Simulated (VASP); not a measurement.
# O3W in VASP: a series of runs, part 2 of 2

VASP 6.6.1. Earlier steps stand in the parts before.

### Step 3. Relaxation of the atoms, PBE (atoms moved at random, drawn with an rms of 0.02 Å)

Contents of INCAR:

```
PREC = Accurate
ENCUT = 520
EDIFF = 1E-6
ISMEAR = 0
SIGMA = 0.01
LREAL = F
LASPH = T
NELM = 80
ALGO = Normal
ISIF = 2
LWAVE = F
LCHARG = F
GGA = PE
IBRION = 2
NSW = 40
EDIFFG = -0.01
```

Contents of KPOINTS:

```
regular mesh
0
Gamma
  1 1 1
```

Contents of POSCAR:

```
WO3
1.0
   11.0000000000      0.0000000000      0.0000000000
    0.0000000000     12.0000000000      0.0000000000
    0.0000000000      0.0000000000     12.0000000000
O W
3 1
Direct
    0.4500480000      0.5246900000      0.6119370000
    0.5687550000      0.4063700000      0.4480080000
    0.4337980000      0.5959310000      0.3928740000
    0.4389800000      0.4803870000      0.4777340000
```

Potentials or basis: VASP PAW PBE potentials, release 64 (O, W_sv).

Started as:

```console
$ cat potpaw_PBE.64/O/POTCAR potpaw_PBE.64/W_sv/POTCAR > POTCAR
$ mpirun -np 1 vasp_gam > vasp.out
```

OUTCAR:

```text
PREC = Accurate
   ENCUT = 520
   EDIFF = 1E-6
   ISMEAR = 0
   LREAL = F
   LASPH = T
   NELM = 80
   ISIF = 2
   GGA = PE
   IBRION = 2
   NSW = 40
   EDIFFG = -0.01

 ion  position               nearest neighbor table
   1  0.450  0.525  0.612-   4 1.70
   2  0.569  0.406  0.448-   4 1.72
   3  0.434  0.596  0.393-   4 1.72
   4  0.439  0.480  0.478-   1 1.70   2 1.72   3 1.72

  LATTYP: Found a simple tetragonal cell.
 ALAT       =    12.0000000000
 C/A-ratio  =     0.9166666667

  Lattice vectors:

 A1 = (   0.0000000000,  12.0000000000,   0.0000000000)
 A2 = (   0.0000000000,   0.0000000000,  12.0000000000)
 A3 = (  11.0000000000,   0.0000000000,   0.0000000000)

Analysis of symmetry for initial positions (statically):
=====================================================================
 Subroutine PRICEL returns:
 Original cell was already a primitive cell.

 Routine SETGRP: Setting up the symmetry group for a
 simple tetragonal supercell.

 Subroutine GETGRP returns: Found  1 space group operations
 (whereof  1 operations were pure point group operations)
 out of a pool of 16 trial point group operations.

The static configuration has the point symmetry C_1 .

Analysis of symmetry for dynamics (positions and initial velocities):
=====================================================================
 Subroutine PRICEL returns:
 Original cell was already a primitive cell.

 Routine SETGRP: Setting up the symmetry group for a
 simple tetragonal supercell.

 Subroutine GETGRP returns: Found  1 space group operations
 (whereof  1 operations were pure point group operations)
 out of a pool of 16 trial point group operations.

The dynamic configuration has the point symmetry C_1 .

 Subroutine INISYM returns: Found  1 space group operations
 (whereof  1 operations are pure point group operations),
 and found     1 'primitive' translations

----------------------------------------------------------------------------------------

                                     Primitive cell

  volume of cell :    1584.0000

  direct lattice vectors                    reciprocal lattice vectors
    11.000000000  0.000000000  0.000000000     0.090909091  0.000000000  0.000000000
     0.000000000 12.000000000  0.000000000     0.000000000  0.083333333  0.000000000
     0.000000000  0.000000000 12.000000000     0.000000000  0.000000000  0.083333333

  length of vectors
    11.000000000 12.000000000 12.000000000     0.090909091  0.083333333  0.083333333

  position of ions in fractional coordinates (direct lattice)
     0.450048000  0.524690000  0.611937000
     0.568755000  0.406370000  0.448008000
     0.433798000  0.595931000  0.392874000
     0.438980000  0.480387000  0.477734000

  ion indices of the primitive-cell ions
   primitive index   ion index
                 1           1
                 2           2
                 3           3
                 4           4

----------------------------------------------------------------------------------------

 KPOINTS: regular mesh

Automatic generation of k-mesh.
 Grid dimensions read from file:
 generate k-points for:    1    1    1

 Generating k-lattice:

  Cartesian coordinates                     Fractional coordinates (reciprocal lattice)
     0.090909091  0.000000000  0.000000000     1.000000000  0.000000000  0.000000000
     0.000000000  0.083333333  0.000000000     0.000000000  1.000000000  0.000000000
     0.000000000  0.000000000  0.083333333     0.000000000  0.000000000  1.000000000

  Length of vectors
     0.090909091  0.083333333  0.083333333

  Shift w.r.t. Gamma in fractional coordinates (k-lattice)
     0.000000000  0.000000000  0.000000000

 Subroutine IBZKPT returns following result:
 ===========================================

 Found      1 irreducible k-points:

 Following reciprocal coordinates:
            Coordinates               Weight
  0.000000  0.000000  0.000000      1.000000
   k-points           NKPTS =      1   k-points in BZ     NKDIM =      1   number of bands    NBANDS=     20
   number of dos      NEDOS =    301   number of ions     NIONS =      4
   total plane-waves  NPLWV = 680400
   dimension x,y,z NGX =    84 NGY =   90 NGZ =   90
   dimension x,y,z NGXF=   168 NGYF=  180 NGZF=  180
   ions per type =               3   1
   NGX,Y,Z   is equivalent  to a cutoff of  12.70, 12.47, 12.47 a.u.
   NGXF,Y,Z  is equivalent  to a cutoff of  25.39, 24.94, 24.94 a.u.
 SYSTEM =  unknown system
   PREC   = accura    normal or accurate (medium, high low for compatibility)
   ISTART =      0    job   : 0-new  1-cont  2-samecut
   ICHARG =      2    charge: 1-file 2-atom 10-const
   ISPIN  =      1    spin polarized calculation?
   LNONCOLLINEAR =      F non collinear calculations
   LSORBIT =      F    spin-orbit coupling
   LASPH  =      T    aspherical Exc in radial PAW
   ENCUT  =  520.0 eV  38.22 Ry    6.18 a.u.  20.45 22.31 22.31*2*pi/ulx,y,z
   NELM   =     80;   NELMIN=  2; NELMDL= -5     # of ELM steps
   EDIFF  = 0.1E-05   stopping-criterion for ELM
   LREAL  =      F    real-space projection
   EDIFFG = -.1E-01   stopping-criterion for IOM
   NSW    =     40    number of steps for IOM
   IBRION =      2    ionic relax: 0-MD 1-quasi-New 2-CG
   NFREE  =      1    steps in history (QN), initial steepest desc. (CG)
   ISIF   =      2    stress and relaxation
   ISYM   =      2    0-nonsym 1-usesym 2-fastsym
   POTIM  = 0.5000    time-step for ionic-motion
   TEBEG  =    0.0;   TEEND  =   0.0 temperature during run
   PSTRESS=    0.0 pullay stress
   NELECT =      32.0000    total number of electrons
   NUPDOWN=      -1.0000    fix difference up-down
   EMIN   =  10.00;   EMAX   =-10.00  energy-range for DOS
   EFERMI =   0.00;   METHOD = LEGACY
   ISMEAR =     0;   SIGMA  =   0.01  broadening in eV -4-tet -1-fermi 0-gaus
   EFERMI_NEDOS =   21; number of points for ismear=-14 and -15
   IALGO  =     38    algorithm
   IMIX   =      4    mixing-type and parameters
     AMIX     =   0.40;   BMIX     =  1.00
     AMIX_MAG =   1.60;   BMIX_MAG =  1.00
  volume/ion in A,a.u.               =     396.00      2672.34
  Fermi-wavevector in a.u.,A,eV,Ry     =   0.445868  0.842569  2.704816  0.198798
  Thomas-Fermi vector in A             =   1.423827
   LORBIT       =      0    0 simple, 1 ext, 2 COOP (PROOUT), +10 PAW based schemes
   GGA     = PE    functional components
   LHFCALC =     F    Hartree Fock is set to
   AEXX    =    0.0000 exact exchange contribution
   IVDW    =     0    specifies the selected vdW correction
   LEPSILON=     F    determine dielectric tensor
   LRPA    =     F    only Hartree local field effects (RPA)
 conjugate gradient relaxation of ions
 non-spin polarized calculation
 Gauss-broadening in eV      SIGMA  =   0.01
  energy-cutoff  :      520.00
  volume of cell :     1584.00
 maximum number of plane-waves:     21371
 NGX is ok and might be reduce to    84
   NGX = 41   NGY = 45   NGZ = 45

--------------------------------------- Ionic step        1  -------------------------------------------

 number of electron      32.0000001 magnetization

 Free energy of the ion-electron system (eV)
  ---------------------------------------------------
  ext. energy  EPLUGINS =         0.00000000
  ---------------------------------------------------
  free energy    TOTEN  =       -31.87448244 eV

  energy without entropy =      -31.87448244  energy(sigma->0) =      -31.87448244

------------------------ aborting loop because EDIFF is reached ----------------------------------------

  FORCE on cell =-STRESS in cart. coord.  units (eV):
  Direction    XX          YY          ZZ          XY          YZ          ZX
  --------------------------------------------------------------------------------------
  -------------------------------------------------------------------------------------
  Total        1.7857462      2.4024290      4.2562754     -0.6861547      0.4797315     -0.1397525
  in kB        1.8062387      2.4299983      4.3051187     -0.6940287      0.4852367     -0.1413562
  external PRESSURE =       2.8471186 kB  Pullay stress =       0.0000000 kB
[... 95 lines left out ...]
  FREE ENERGIE OF THE ION-ELECTRON SYSTEM (eV)
  ---------------------------------------------------
  free  energy   TOTEN  =       -31.9636879975 eV

  energy  without entropy=      -31.9636879975  energy(sigma->0) =      -31.96368800

[... ionic steps 4 to 12 ...]

--------------------------------------- Ionic step       13  -------------------------------------------

 number of electron      32.0000008 magnetization

------------------------ aborting loop because EDIFF is reached ----------------------------------------
[... 71 lines left out ...]
--------------------------------------- Ionic step       15  -------------------------------------------

 number of electron      32.0000008 magnetization

 Free energy of the ion-electron system (eV)
  ---------------------------------------------------
  ext. energy  EPLUGINS =         0.00000000
  ---------------------------------------------------
  free energy    TOTEN  =       -31.97031522 eV

  energy without entropy =      -31.97031522  energy(sigma->0) =      -31.97031522

 E-fermi :  -6.8827     XC(G=0):  -0.7680

 val. band max:       -7.0204324141   @ k =   0.0000   0.0000   0.0000
 cond. band min:      -5.3419488703   @ k =   0.0000   0.0000   0.0000
 fundamental gap:      1.6784835439
 Fermi energy:        -6.8827179183

 k-point     1 :       0.0000    0.0000    0.0000
  band No.  band energies     occupation
      1     -80.5163      2.00000
      2     -45.0682      2.00000
      3     -44.9398      2.00000
      4     -44.9395      2.00000
      5     -23.0631      2.00000
      6     -22.6644      2.00000
[... 43 lines left out ...]
  FREE ENERGIE OF THE ION-ELECTRON SYSTEM (eV)
  ---------------------------------------------------
  free  energy   TOTEN  =       -31.9703152150 eV

  energy  without entropy=      -31.9703152150  energy(sigma->0) =      -31.97031522

 reached required accuracy - stopping structural energy minimisation
```

OSZICAR:

```text
N       E                     dE             d eps       ncg     rms          rms(c)
DAV:   1     0.288195056679E+03    0.28820E+03   -0.12593E+04    56   0.102E+03
DAV:   2     0.857994843158E+02   -0.20240E+03   -0.19603E+03    64   0.184E+02
DAV:   3    -0.194802249555E+02   -0.10528E+03   -0.10514E+03    56   0.127E+02
DAV:   4    -0.389955614514E+02   -0.19515E+02   -0.86051E+01    44   0.438E+01
[... 183 lines left out ...]
       N       E                     dE             d eps       ncg     rms          rms(c)
DAV:   1    -0.319702987147E+02    0.19571E-05   -0.23734E-03    40   0.596E-01    0.293E-02
DAV:   2    -0.319703138782E+02   -0.15163E-04   -0.18010E-04    48   0.105E-01    0.175E-02
DAV:   3    -0.319703149235E+02   -0.10453E-05   -0.69304E-06    56   0.269E-02    0.906E-03
DAV:   4    -0.319703152150E+02   -0.29150E-06   -0.20692E-06    40   0.144E-02
  15 F= -.31970315E+02 E0= -.31970315E+02  d E =-.586763E-05
```

CONTCAR:

```text
WO3
   1.00000000000000
    11.0000000000000000    0.0000000000000000    0.0000000000000000
     0.0000000000000000   12.0000000000000000    0.0000000000000000
     0.0000000000000000    0.0000000000000000   12.0000000000000000
  O               W
     3     1
Direct
     0.4504544882616080    0.5259305751975832    0.6134467172587376
     0.5699067844450230    0.4072590988067694    0.4470325612744284
     0.4354554804123709    0.5961003597027570    0.3928832104451588
     0.4357642468810076    0.4780879662928932    0.4771905110216713

  0.00000000E+00  0.00000000E+00  0.00000000E+00
  0.00000000E+00  0.00000000E+00  0.00000000E+00
  0.00000000E+00  0.00000000E+00  0.00000000E+00
  0.00000000E+00  0.00000000E+00  0.00000000E+00
```

Wall time 9.6 min (1 thread of AMD EPYC 9R45 (Zen 5), shared host); peak memory 1.3 GiB.

What came out:

- Free energy: -31.9703 eV
- Energy gained by relaxing: 24.0 meV/atom
- Ionic steps: 15
- Largest force after relaxing: 0.003 eV/Å
- Gap between the frontier levels: 1.68 eV

Forces in eV/Å, atoms in the order of the input:
```
O   -0.002 -0.002 -0.001
O    0.001  0.001  0.000
O    0.001  0.002  0.001
W   -0.001 -0.001  0.000
```

Step by step:
```
step  energy change (eV)  largest force (eV/Å)  pressure (GPa)
   1              0.0000                2.6969            0.28
   2              0.7548                6.5930           -0.81
   3             -0.0892                0.4318           -0.02
   4             -0.0892                0.4395           -0.02
   5             -0.0849                0.9761           -0.05
   6             -0.0914                0.2463           -0.03
   7             -0.0948                0.1355           -0.02
   8             -0.0957                0.0955           -0.02
   9             -0.0951                0.2083            0.02
  10             -0.0958                0.0197           -0.01
  11             -0.0958                0.0213           -0.01
  12             -0.0958                0.0130           -0.01
  13             -0.0958                0.0192           -0.01
  14             -0.0958                0.0400           -0.01
  15             -0.0958                0.0033           -0.01
```

Final structure:
```xyz
4
Lattice="11.0000 0.0000 0.0000 0.0000 12.0000 0.0000 0.0000 0.0000 12.0000" Properties=species:S:1:pos:R:3 pbc="T T T"
O     4.9550    6.3112    7.3614
O     6.2690    4.8871    5.3644
O     4.7900    7.1532    4.7146
W     4.7934    5.7371    5.7263
```

Caveat: spin-orbit coupling is left out, which moves the levels of the heavy elements.

### Step 4. Atomic charges, PBE+TS

Contents of INCAR:

```
SYSTEM = WO3
PREC = Accurate
ENCUT = 520
EDIFF = 1E-6
ISMEAR = 0
SIGMA = 0.01
LREAL = .False.
LASPH = .True.
NELM = 80
ALGO = Fast
ISIF = 2
LWAVE = .False.
LCHARG = .False.
GGA = PE
IVDW = 2
LORBIT = 11
```

Contents of KPOINTS:

```
Automatic mesh
0
Gamma
  1 1 1
  0 0 0
```

Contents of POSCAR:

```
WO3
1.0
   11.0000000000      0.0000000000      0.0000000000
    0.0000000000     12.0000000000      0.0000000000
    0.0000000000      0.0000000000     12.0000000000
O W
3 1
Direct
    0.4496136400      0.5255916700      0.6124708300
    0.5686318200      0.4082166700      0.4467291700
    0.4337318200      0.5952833300      0.3931958300
    0.4378954500      0.4798500000      0.4774541700
```

Started as:

```console
$ cat potpaw_PBE.64/O/POTCAR potpaw_PBE.64/W_sv/POTCAR > POTCAR
$ mpirun -np 1 vasp_gam > vasp.out
```

It took 87 s on 1 thread of AMD EPYC 9R45 (Zen 5), shared host; peak memory 1.1 GiB.

It converged, with:

| Item | Value |
| --- | --- |
| Free energy | -31.9097 eV |
| Largest force | 2.210 eV/Å |
| Gap between the frontier levels | 1.73 eV |
| Valence electrons inside the program's atomic spheres | O 4.98; W 12.60 |
| Hirshfeld charges | O -0.33; W +0.98 e |
| Dispersion energy per atom | -0.002 eV |

Forces in eV/Å, atoms in the order of the input:
```
O    0.271  0.581  1.411
O    1.409 -0.630 -0.292
O    0.123  1.295 -0.834
W   -1.803 -1.246 -0.285
```

Levels at points of the mesh, in eV from the valence-band top:
```csv
k point,band 12,band 13,band 14,band 15,band 16,band 17,band 18,band 19,band 20
"(0.00, 0.00, 0.00)",-2.61,-1.33,-0.36,-0.36,0.00,1.73,4.47,4.47,6.25
```

Caveat: spin-orbit coupling is left out, which moves the levels of the heavy elements. As with any semilocal functional, this PBE gap is likely too small.

### Step 5. Electron localisation function, PBE

Contents of INCAR:

```
SYSTEM = WO3
  PREC = Accurate
  ENCUT = 520
  EDIFF = 1E-6
  ISMEAR = 0
  SIGMA = 0.01
  LREAL = .FALSE.
  LASPH = .TRUE.
  NELM = 80
  ALGO = Normal
  ISIF = 2
  LWAVE = .FALSE.
  LCHARG = .TRUE.
  GGA = PE
  LELF = .TRUE.
```

Contents of KPOINTS:

```
Automatic mesh
0
G
  1 1 1
  0 0 0
```

POSCAR is that of step 4.

Started as:

```console
$ cat potpaw_PBE.64/O/POTCAR potpaw_PBE.64/W_sv/POTCAR > POTCAR
$ mpirun -np 1 vasp_gam > vasp.out
```

Run time: 87 s. Hardware: 1 thread of AMD EPYC 9R45 (Zen 5), shared host; peak memory 1.1 GiB.

Results (log left out):

```
Free energy                     : -31.9035 eV
Largest force                   : 2.210 eV/Å
Gap between the frontier levels : 1.73 eV
```

Forces on the atoms (eV/Å):
```
O    0.274  0.580  1.401
O    1.402 -0.622 -0.289
O    0.126  1.288 -0.827
W   -1.802 -1.246 -0.285
```

Levels at points of the mesh, in eV from the valence-band top:
```tsv
k point	band 14	band 15	band 16	band 17	band 18	band 19
(0.00, 0.00, 0.00)	-0.36	-0.36	0.00	1.73	4.47	4.47
```

Caveat: spin-orbit coupling is left out, which moves the levels of the heavy elements. A hybrid or GW would open this gap; PBE tends to underestimate it.

### Step 6. Summary

| task | level | cell | gap on the mesh (eV) | largest force (eV/Å) |
| --- | --- | --- | --- | --- |
| single point | PBE | atoms moved at random, drawn with an rms of 0.05 Å | 1.72 | 4.83 |
| relaxation of the atoms | PBE | atoms relaxed from: atoms moved at random, drawn with an rms of 0.02 Å | 1.68 | - |
| atomic charges | PBE+TS | as given | 1.73 | 2.21 |
| electron localisation function | PBE | as given | 1.73 | 2.21 |

Alike in all rows: potentials or basis VASP PAW PBE potentials, release 64 (O, W_sv); no spin polarisation; k mesh 1 × 1 × 1; cutoff (eV) 520; smearing gaussian 0.01 eV.

Caveats: spin-orbit coupling is left out, which moves the levels of the heavy elements.

Total energies depend on the potentials used, so only differences within one code and one set of settings carry meaning.
